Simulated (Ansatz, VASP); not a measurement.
# Cross-check of Si between VASP and Ansatz, part 2 of 3

Aim: how closely do two programs agree when they are given the same cell, functional and k mesh? Of the first pair: The structure shown is frame 50 of Ansatz's trajectory.

VASP 6.6.1 and Ansatz 0.2.0.

So far: Starting point; Ansatz: dynamics, LDA.

## (3) VASP: single point, LDA, pair 1

Level of this step: LDA; plane waves and PAW (Si) (VASP).

The same cell, functional (in two slightly different forms), mesh and smearing now go to VASP, with its own data sets.

Lines of VASP's logs that name or quote its potential files are left out, and so is its time.

File INCAR:

```
SYSTEM = Si
PREC = Accurate
ENCUT = 400
EDIFF = 1E-06
NELM = 120
ISMEAR = -1
SIGMA = 0.1
LREAL = .FALSE.
ALGO = Normal
GGA = CA
NBANDS = 84
LORBIT = 11
LWAVE = .FALSE.
LCHARG = .FALSE.
ISIF = 2
LASPH = .TRUE.
GGA_COMPAT = .FALSE.
EFERMI = MIDGAP
```

File POSCAR:

```
Si
1.0
    8.4978037057      0.0000000000      0.0000000000
    0.0000000000      8.4978037057      0.0000000000
    0.0000000000      0.0000000000      8.4978037057
Si
30
Direct
    0.2489410291      0.3682350297      0.6990984030
    0.0956378881      0.5850405790      0.7963428239
    0.2015052429      0.1159906764      0.2770468796
    0.5814478860      0.5592503857      0.1023531527
    0.4735074072      0.7194523681      0.3304354981
    0.6055497606      0.9314552647      0.5985741935
    0.5969433015      0.3460066979      0.3909331299
    0.4072933572      0.9860716122      0.4090340423
    0.7245780455      0.0992432903      0.0367018362
    0.1851367782      0.8014397880      0.7153175350
    0.8005615610      0.6097342536      0.3911309457
    0.5850739994      0.5012665799      0.8239159485
    0.8161134618      0.5686384585      0.6793589497
    0.3631574824      0.4853392880      0.2059008493
    0.4687737135      0.7865648856      0.8013763598
    0.1620344559      0.1313855955      0.5584104040
    0.0000986137      0.0584978210      0.8082913230
    0.0453215929      0.4306573942      0.5087199175
    0.5188162910      0.1361419179      0.2236542601
    0.0570898101      0.2951986286      0.9513579021
    0.6873845528      0.1240302832      0.7843453710
    0.9046919965      0.1098235535      0.3005556598
    0.6096645886      0.8381157352      0.9984869032
    0.8655221107      0.8185351464      0.7853046777
    0.9010022195      0.2939551308      0.7098861316
    0.4247856417      0.5755937851      0.6286812670
    0.5655724898      0.2903975057      0.6443224849
    0.7317768467      0.8785847801      0.3500785736
    0.8183949925      0.3840373481      0.2256630144
    0.1050021901      0.3919977579      0.2377123631
```

File KPOINTS:

```
Automatic mesh
0
Gamma
1 1 1
0 0 0
```

PAW data sets: Si (LDA family, release 64).

Command:

```
$ mpirun -np 4 vasp_gam
```

Numbers of over 12 decimals in the logs are rounded to 6 here.

What it wrote:

```text
[banner, memory and clock lines left out]
running    4 mpi-ranks, on    1 nodes
 distrk:  each k-point on    4 cores,    1 groups
 distr:  one band on    1 cores,    4 groups

 POSCAR found type information on POSCAR Si
 POSCAR found :  1 types and      30 ions
|                                                                             |
|               ----> ADVICE to this user running VASP <----                  |
|                                                                             |
|     You have a (more or less) 'large supercell' and for larger cells it     |
|     might be more efficient to use real-space projection operators.         |
|     Therefore, try LREAL= Auto in the INCAR file.                           |
|     Mind: For very accurate calculation, you might also keep the            |
|     reciprocal projection scheme (i.e. LREAL=.FALSE.).                      |
|                                                                             |

 LDA part: xc-table for (Slater(with rela. corr.)+CA(PZ))
 , standard interpolation
 POSCAR, INCAR and KPOINTS ok, starting setup
 FFT: planning ... GRIDC
 FFT: planning ... GRID_SOFT
 FFT: planning ... GRID
 WAVECAR not read
 entering main loop
       N       E                     dE             d eps       ncg     rms          rms(c)
DAV:   1     0.496747057378E+03    0.49675E+03   -0.44961E+04   168   0.101E+03
DAV:   2    -0.106200852335E+03   -0.60295E+03   -0.56290E+03   204   0.194E+02
DAV:   3    -0.166630048340E+03   -0.60429E+02   -0.58174E+02   224   0.545E+01
DAV:   4    -0.168717741530E+03   -0.20877E+01   -0.20740E+01   208   0.119E+01
DAV:   5    -0.168786770804E+03   -0.69029E-01   -0.68902E-01   224   0.245E+00    0.179E+01
DAV:   6    -0.165097770703E+03    0.36890E+01   -0.46130E+00   208   0.527E+00    0.101E+01
DAV:   7    -0.164204704795E+03    0.89307E+00   -0.43234E+00   200   0.450E+00    0.234E+00
DAV:   8    -0.164190215603E+03    0.14489E-01   -0.46790E-01   200   0.185E+00    0.133E+00
DAV:   9    -0.164181184930E+03    0.90307E-02   -0.42229E-02   216   0.519E-01    0.671E-01
DAV:  10    -0.164179639831E+03    0.15451E-02   -0.70710E-03   200   0.211E-01    0.226E-01
DAV:  11    -0.164179694638E+03   -0.54806E-04   -0.18393E-03   192   0.108E-01    0.842E-02
DAV:  12    -0.164179754669E+03   -0.60031E-04   -0.18786E-04   216   0.365E-02    0.572E-02
DAV:  13    -0.164179841381E+03   -0.86712E-04   -0.12235E-04   200   0.244E-02    0.139E-02
DAV:  14    -0.164179845146E+03   -0.37644E-05   -0.99181E-06   216   0.855E-03    0.780E-03
DAV:  15    -0.164179847932E+03   -0.27862E-05   -0.32269E-06   168   0.416E-03    0.268E-03
DAV:  16    -0.164179848294E+03   -0.36231E-06   -0.38531E-07   120   0.175E-03
   1 F= -.16417985E+03 E0= -.16411732E+03  d E =-.125056E+00
```

Parts of OUTCAR (step 3):

```text
ion  position               nearest neighbor table
   1  0.249  0.368  0.699-  26 2.39   2 2.40  18 2.43  16 2.45  20 2.76  27 2.81  25 3.02
   2  0.096  0.585  0.796-  10 2.11   1 2.40  13 2.58  24 2.79  18 2.81  20 2.81  25 3.06  26 3.14

  LATTYP: Found a simple cubic cell.
 ALAT       =     8.4978037057

 Subroutine GETGRP returns: Found  1 space group operations
 (whereof  1 operations were pure point group operations)

The static configuration has the point symmetry C_1 .

 Found      1 irreducible k-points:

   k-points           NKPTS =      1   k-points in BZ     NKDIM =      1   number of bands    NBANDS=     84

   dimension x,y,z NGX =    56 NGY =   56 NGZ =   56
   dimension x,y,z NGXF=   112 NGYF=  112 NGZF=  112

   ENCUT  =  400.0 eV  29.40 Ry    5.42 a.u.  13.86 13.86 13.86*2*pi/ulx,y,z

   NELECT =     120.0000    total number of electrons

 k-points in reciprocal lattice and weights: Automatic mesh
   0.00000000  0.00000000  0.00000000       1.000

 average (electrostatic) potential at core
       1 -85.3030       2 -85.6238       3 -85.2726       4 -85.6200       5 -85.5073
       6 -85.4042       7 -85.3818       8 -85.3320       9 -85.3810      10 -85.3150
      11 -85.5148      12 -85.4424      13 -85.5341      14 -85.4154      15 -85.4098
      16 -85.8015      17 -85.6055      18 -85.6760      19 -85.0075      20 -85.7639
      21 -85.4466      22 -85.4933      23 -85.4008      24 -85.3995      25 -85.5623
      26 -85.6040      27 -85.2878      28 -85.3354      29 -85.4282      30 -85.2463

 E-fermi :   5.5129

 k-point     1 :       0.0000    0.0000    0.0000
  band No.  band energies     occupation
    ...
     56       4.7092      1.99935
     57       4.7357      1.99916
     58       4.8830      1.99633
     59       5.1283      1.95817
     60       5.2179      1.90056
     61       5.7859      0.12240
     62       5.9905      0.01672
     63       6.0874      0.00638
     64       6.2977      0.00078
     65       6.4271      0.00021
    ...

  Total      -11.4874568     -1.4787225      6.6915299      5.2127063     -0.8042611      0.8183224
  in kB      -29.9926188     -3.8607990     17.4709258     13.6098629     -2.0998466      2.1365592
  external PRESSURE =      -5.4608307 kB  Pullay stress =       0.0000000 kB

  energy-cutoff  :      400.00
  volume of cell :      613.65
      direct lattice vectors                 reciprocal lattice vectors
     8.497803706  0.000000000  0.000000000     0.117677465  0.000000000  0.000000000
     0.000000000  8.497803706  0.000000000     0.000000000  0.117677465  0.000000000
     0.000000000  0.000000000  8.497803706     0.000000000  0.000000000  0.117677465

 POSITION                                       TOTAL-FORCE (eV/Angst)
 -----------------------------------------------------------------------------------
      2.11545      3.12919      5.94080         0.206966     -1.341381      0.721052
      0.81271      4.97156      6.76716        -1.779446     -2.832667      0.404438
      1.71235      0.98567      2.35429        -0.724390      1.280897     -0.379595
      4.94103      4.75240      0.86978         2.471129      0.412546     -0.673658
      4.02377      6.11376      2.80798         0.738240     -0.536682      0.990009
      5.14584      7.91532      5.08657         0.606523     -0.790462      1.859619
      5.07271      2.94030      3.32207        -1.132203      1.060728     -1.768009
      3.46110      8.37944      3.47589        -0.439772     -0.311235      0.536877
      6.15732      0.84335      0.31188         0.129846     -0.830236      3.046050
      1.57326      6.81048      6.07863         1.319218      3.697790     -0.420250
      6.80301      5.18140      3.32375        -0.709627     -0.353266      0.353311
      4.97184      4.25967      7.00148         1.430425      0.512353      0.280993
      6.93517      4.83218      5.77306        -0.186298      0.280474     -0.099038
      3.08604      4.12432      1.74971        -0.095728     -1.195753      2.171716
      3.98355      6.68407      6.80994        -1.321298      0.047088     -3.023757
      1.37694      1.11649      4.74526         0.202121     -0.331135      1.142012
      0.00084      0.49710      6.86870         0.980874     -0.690363     -0.821898
      0.38513      3.65964      4.32300        -0.410226     -0.005567     -0.022518
      4.40880      1.15691      1.90057         0.216289      0.777207     -0.838923
      0.48514      2.50854      8.08445         0.623745      0.740685     -0.685578
      5.84126      1.05399      6.66521         1.043816     -1.452904     -0.871810
      7.68790      0.93326      2.55406        -0.498006     -0.467217     -0.279878
      5.18081      7.12214      8.48495         2.391474      0.255625      2.487633
      7.35504      6.95575      6.67337        -1.446730      0.140200     -0.286603
      7.65654      2.49797      6.03247        -0.148397      0.555118     -0.420613
      3.60975      4.89128      5.34241        -0.335558      0.484263     -1.779299
      4.80612      2.46774      5.47533        -2.425725      1.164979     -0.039420
      6.21850      7.46604      2.97490        -0.288055      0.413251     -0.617374
      6.95456      3.26347      1.91764        -0.176080      0.373237     -0.598788
      0.89229      3.33112      2.02003        -0.243126     -1.057573     -0.366700
 -----------------------------------------------------------------------------------
    total drift:                               -0.000111      0.000044      0.000063

  FREE ENERGIE OF THE ION-ELECTRON SYSTEM (eV)
  ---------------------------------------------------
  free  energy   TOTEN  =      -164.1798482942 eV

  energy  without entropy=     -164.0547918355  energy(sigma->0) =     -164.11732006

 total charge
# of ion       s       p       d       tot
------------------------------------------
    1        0.817   0.837   0.000   1.653
    2        0.852   0.807   0.000   1.658
    3        0.849   0.793   0.000   1.642
    4        0.818   0.829   0.000   1.647
    5        0.853   0.746   0.000   1.599
    6        0.810   0.835   0.000   1.645
    7        0.817   0.834   0.000   1.652
    8        0.824   0.848   0.000   1.672
    9        0.814   0.839   0.000   1.653
   10        0.863   0.794   0.000   1.658
   11        0.835   0.774   0.000   1.609
   12        0.830   0.862   0.000   1.691
   13        0.797   0.835   0.000   1.632
   14        0.833   0.841   0.000   1.674
   15        0.803   0.903   0.000   1.706
   16        0.835   0.725   0.000   1.560
   17        0.821   0.802   0.000   1.623
   18        0.839   0.786   0.000   1.625
   19        0.835   0.835   0.000   1.670
   20        0.852   0.719   0.000   1.570
   21        0.810   0.942   0.000   1.752
   22        0.883   0.693   0.000   1.576
   23        0.808   0.856   0.000   1.664
   24        0.859   0.758   0.000   1.617
   25        0.804   0.857   0.000   1.661
   26        0.844   0.794   0.000   1.638
   27        0.825   0.904   0.000   1.729
   28        0.845   0.771   0.000   1.616
   29        0.809   0.811   0.000   1.620
   30        0.843   0.820   0.000   1.663
--------------------------------------------------
tot         24.927  24.449   0.000  49.376
```

The run ends at a pressure of -0.55 GPa, with forces up to 3.9 eV/Å.

## (4) Side by side

Known differences besides the potentials themselves: the two LDA forms differ slightly; the cutoff is 320 eV in Ansatz and 400 eV in VASP; VASP's log shows a relativistic correction to its local exchange, Ansatz's none; Ansatz's log warns that its cutoff lies below the recommended one. Total energies have different zeros and are not compared.

Forces on 9 of the 30 atoms, those with the largest forces and the largest differences (eV/Å; atoms numbered as in POSCAR):

```csv
atom,"Ansatz x, y, z","VASP x, y, z"
Si2,"-1.780, -2.840, 0.416","-1.779, -2.833, 0.404"
Si3,"-0.712, 1.275, -0.385","-0.724, 1.281, -0.380"
Si4,"2.467, 0.404, -0.669","2.471, 0.413, -0.674"
Si9,"0.130, -0.829, 3.047","0.130, -0.830, 3.046"
Si10,"1.311, 3.708, -0.428","1.319, 3.698, -0.420"
Si15,"-1.315, 0.056, -3.023","-1.321, 0.047, -3.024"
Si23,"2.392, 0.261, 2.487","2.391, 0.256, 2.488"
Si27,"-2.431, 1.165, -0.036","-2.426, 1.165, -0.039"
Si30,"-0.252, -1.045, -0.359","-0.243, -1.058, -0.367"
```

The forces differ by 5.3 meV/Å r.m.s., which is 0.5 % of the r.m.s. force of 1.154 eV/Å (both taken over all components).

## (5) Ansatz: dynamics, LDA

One frame of this run of dynamics is then solved in both programs, so the motion causes no difference.

The structure compared here is frame 40 of Ansatz's trajectory.

File input.yaml:

```yaml
crystal:
  lattice:
    - [8.4978037057, 0.0, 0.0]
    - [0.0, 8.4978037057, 0.0]
    - [0.0, 0.0, 8.4978037057]
  atoms:
    - { symbol: Si, position: [0.4491731158, 0.2861720695, 0.8024640795] }
    - { symbol: Si, position: [0.1516123626, 0.6823660864, 0.6478902699] }
    - { symbol: Si, position: [0.2423538358, 0.1898777226, 0.2367244877] }
    - { symbol: Si, position: [0.6356637156, 0.5960762444, 0.138310849] }
    - { symbol: Si, position: [0.5331920905, 0.7460074879, 0.3620855666] }
    - { symbol: Si, position: [0.6047674376, 1.0556518617, 0.4366716637] }
    - { symbol: Si, position: [0.7456079728, 0.527534804, 0.4101761856] }
    - { symbol: Si, position: [0.4793989238, 1.0289950523, 0.204817008] }
    - { symbol: Si, position: [0.7284541604, 0.1194609121, -0.1231217823] }
    - { symbol: Si, position: [0.3371253583, 0.8828071371, 0.6432235777] }
    - { symbol: Si, position: [0.8479213967, 0.80563331, 0.4995816246] }
    - { symbol: Si, position: [0.3982791662, 0.6119219493, 0.7799756916] }
    - { symbol: Si, position: [0.8084134551, 0.608511981, 0.86849016] }
    - { symbol: Si, position: [0.417466694, 0.3937991795, 0.2168733] }
    - { symbol: Si, position: [0.6400754735, 0.7484960782, 0.6850452986] }
    - { symbol: Si, position: [0.3707649465, 0.1754723508, 0.5501075807] }
    - { symbol: Si, position: [0.0222362522, 0.2050574622, 0.5419467451] }
    - { symbol: Si, position: [0.0057192821, 0.4049512206, 0.3488850257] }
    - { symbol: Si, position: [0.645636363, 1.2713501733, 0.2609205794] }
    - { symbol: Si, position: [0.1307156758, 0.4047722804, -0.197774693] }
    - { symbol: Si, position: [0.7738032877, 0.0127354982, 0.6249605213] }
    - { symbol: Si, position: [0.9494215095, 0.1576165815, 0.281350374] }
    - { symbol: Si, position: [0.6697492742, 0.885636308, 0.0374669942] }
    - { symbol: Si, position: [1.0258321103, 0.9080522583, 0.70659174] }
    - { symbol: Si, position: [0.8499106831, 0.3401335942, 0.8214541053] }
    - { symbol: Si, position: [0.2416992902, 0.4325715299, 0.5403437627] }
    - { symbol: Si, position: [0.6262967725, 0.4217712956, 0.6522025396] }
    - { symbol: Si, position: [0.8023856712, 0.9151057636, 0.2436050749] }
    - { symbol: Si, position: [0.8760162446, 0.3849807823, 0.1254897957] }
    - { symbol: Si, position: [0.1837549071, 0.4341521047, 0.0910588355] }
kpoints:
  mp_grid: { grid: [1, 1, 1] }
scf:
  occupations: { method: fermi_dirac, width: 0.1 }
  n_extra_bands: 21
hamiltonian:
  xc: lda
  pseudopotentials: { kind: paw }
output:
  forces: true
basis:
  ecutwfc: 320
md:
  timestep: 2.5
  n_steps: 120
  ensemble: nvt_langevin
  temperature: 1540
  seed: 0
```

Command:

```
$ ansatz run input.yaml --threads 8 --pin off --max-ram 40960MiB --backend cuda --events-out ev --progress --plain --runs-dir out
```

What it wrote:

```text
[...]
Crystal: 30 atoms, lattice volume = 613.649 Å³
Basis set: ecut = 320 eV, 8025 PW (Γ)
Bands: 81, of which v1, the nominal top of the filled ones, is band 60 counted from 1 (59 counted from 0)
Symmetry: 1 space group operations
k-points: 1
[...]
SCF iter   1: F=—  HF=-18242.592034 eV  |F-HF|=—  |Δ(HF+E_count)|=         —  Δρ=9.79e-3  dr2=1.72e0  ethr=1.77e-3  ⟨swp⟩=9.0  Hψ=462  notcnv=0
[...]
md step    52: t =   130.00 fs  T =  1976.2 K  F+E_penalty+E_count = -18246.17032942 eV  E_kin = 7.663145 eV  (6 SCF iters)
md step    57: t =   142.50 fs  T =  1686.4 K  F+E_penalty+E_count = -18246.92902951 eV  E_kin = 6.539442 eV  (7 SCF iters)
md step    59: t =   147.50 fs  T =  1614.4 K  F+E_penalty+E_count = -18247.29328830 eV  E_kin = 6.260503 eV  (7 SCF iters)
[...]
```

(Continued in part 3 of 3.)

[Lines on the potential files, build, host, timing and source positions are cut from VASP's logs without a mark.]

[Logs are printed without paths, hosts, clocks, repeated set-up lines and the standing remarks that a program may print on its own settings, such as how far it seeks lower states.]

[Hosts, paths, dates, database ids (printed as entryN), source tags and the programs' standing remarks are cut or masked in the printed files.]
